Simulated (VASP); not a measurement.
Here is a VASP 6.6.1 calculation.

File POSCAR:

```
SiBrClF2
1.0
   12.0000000000      0.0000000000      0.0000000000
    0.0000000000     12.0000000000      0.0000000000
    0.0000000000      0.0000000000     12.0000000000
F Si Cl Br
2 1 1 1
Cartesian
    7.2769500000      4.5487500000      6.1121000400
    5.2916499600      5.4233499600      7.4261000400
    5.9966499600      5.4559500000      6.0216999600
    4.7490500400      4.6969500000      4.6419000000
    6.5878500000      7.4932500000      5.5587999600
```

The input INCAR.step1:

```
SYSTEM = SiBrClF2
ALGO = Normal ; EDIFF = 1E-5
ENCUT = 900 ; GGA = PE
ISIF = 2 ; ISMEAR = 0
LASPH = .True. ; LCHARG = .False.
LREAL = .False. ; LWAVE = .True.
NBANDS = 24 ; NELM = 60
PREC = Accurate ; SIGMA = 0.01
```

The input INCAR.step2:

```
SYSTEM = SiBrClF2
AEXX = 0.25 ; ALGO = Normal
EDIFF = 1E-7 ; ENCUT = 900
GGA = PE ; ISIF = 2
ISMEAR = 0 ; ISTART = 1
IVDW = 2 ; LASPH = .True.
LCHARG = .False. ; LHFCALC = .True.
LREAL = .False. ; LWAVE = .False.
NBANDS = 24 ; NELM = 60
PREC = Accurate ; PRECFOCK = Fast
SIGMA = 0.01
```

File KPOINTS:

```
k-points
0
Gamma
  1 1 1
  0 0 0
```

Potentials or basis: VASP PAW PBE potentials, release 64 (F_h, Si, Cl_h, Br).

Command:

```sh
$ cat potpaw_PBE.64/F_h/POTCAR potpaw_PBE.64/Si/POTCAR potpaw_PBE.64/Cl_h/POTCAR potpaw_PBE.64/Br/POTCAR > POTCAR
$ cp INCAR.step1 INCAR
$ mpirun -np 1 vasp_gam > vasp.out
$ cp INCAR.step2 INCAR
$ mpirun -np 1 vasp_gam > vasp.out
```

Q: Estimate the largest force.

A: 0.103 eV/Å.

Q: What does it give for the dispersion energy per atom?

A: -0.003 eV.

Forces on the atoms (eV/Å):
```
F   -0.075  0.069  0.020
F    0.033 -0.038 -0.075
Si   0.005  0.023 -0.013
Cl   0.044  0.012  0.047
Br  -0.008 -0.066  0.021
```

Caveat: the PAW data sets were made with another functional, which shifts forces and pressure a little.
